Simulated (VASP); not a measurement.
Data:

```
AlNi
1.0
    2.74114     0.00000     0.00000
    0.00000     2.74114     0.00000
    0.00000     0.00000     2.74114
Al Ni
1 1
Direct
  0.50000   0.50000   0.50000
  0.00000   0.00000   0.00000
```

Method: PBEsol GGA, VASP's PBE PAW potentials (set 64) (plane waves; VASP 6.6.1). Settings: 500 eV cut-off, 13×13×13 Γ-centred mesh, first-order Methfessel-Paxton smearing of 0.10 eV, potentials Al Ni.

### Question
What does the run give for the energy per atom (σ→0), pressure, band gap (on the k-mesh) with the smallest direct gap where there is one?

### Answer

* **band gap (on the k-mesh)**: none (metal, semimetal or under 0.01 eV)
* **energy per atom (σ→0)**: -5.677 eV/atom
* **pressure**: 29.81 GPa

The absolute energy has meaning only against runs of the same code, potentials and settings.

The compound is NiAl in the CsCl type structure. It was relaxed first under an external pressure of 30 GPa. The run is not spin-polarised, so no magnetic state was tried. The electron count is odd and the run is not spin-polarised, which forces a metal.
